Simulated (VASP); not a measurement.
Method: PBE GGA, VASP's PBE PAW potentials (set 64) (plane waves; VASP).

A VASP calculation is set up with these files.

**POSCAR**
```
CaO
1
    0.0000000000     2.4050000000     2.4050000000
    2.4050000000     0.0000000000     2.4050000000
    2.4050000000     2.4050000000     0.0000000000
Ca O
1 1
Direct
  0.0000000000   0.0000000000   0.0000000000
  0.5000000000   0.5000000000   0.5000000000
```

File KPOINTS:
```
Automatic mesh
0
G
14 14 14
```

### INCAR
```
# general
SYSTEM=CaO
PREC  =Accurate
ENCUT =520
LREAL =F   # projection in real space or not
LASPH =T

# electronic loop
EDIFF =1E-6   # SCF stop (eV)
NELM  =100
ALGO  =Normal   # blocked Davidson

# smearing
ISMEAR=0
SIGMA =0.05   # width (eV)

# functional
GGA   =PE   # PBE

# ions
ISIF  =2

# output
LWAVE =F
LCHARG=F
```

POTCAR, in this order: Ca_sv O (PBE.64 set). Program: vasp_std.

Gaps are read on the run's mesh, which can miss a band edge.

Question: Estimate the energy per atom (σ→0), pressure, band gap (on the k-mesh).

Answer: 
The energy per atom (σ→0) is -6.401 eV/atom and the band gap (on the k-mesh) is 3.64 eV. The pressure comes out as 1.98 GPa.

**OSZICAR**
```
...
DAV:   7    -0.128028264976E+02    0.41310E-01   -0.71822E-01  3504   0.833E+00    0.174E+00
DAV:   8    -0.128037785623E+02   -0.95206E-03   -0.82084E-02  2660   0.326E+00    0.439E-01
DAV:   9    -0.128016028354E+02    0.21757E-02   -0.25597E-02  3168   0.132E+00    0.136E-01
DAV:  10    -0.128020340532E+02   -0.43122E-03   -0.22322E-03  2664   0.478E-01    0.258E-02
DAV:  11    -0.128020898465E+02   -0.55793E-04   -0.37578E-04  3576   0.160E-01    0.307E-02
DAV:  12    -0.128020745547E+02    0.15292E-04   -0.61667E-05  2916   0.856E-02    0.482E-03
DAV:  13    -0.128020744642E+02    0.90534E-07   -0.43099E-06  3180   0.206E-02
   1 F= -.12802074E+02 E0= -.12802074E+02  d E =-.110172E-21
```

The compound is CaO in the rock salt structure. The cell was not relaxed at this level. The run is one of a series of settings (KPOINTS 14×14×14 Γ-centred mesh against the base run), some of them coarse on purpose.
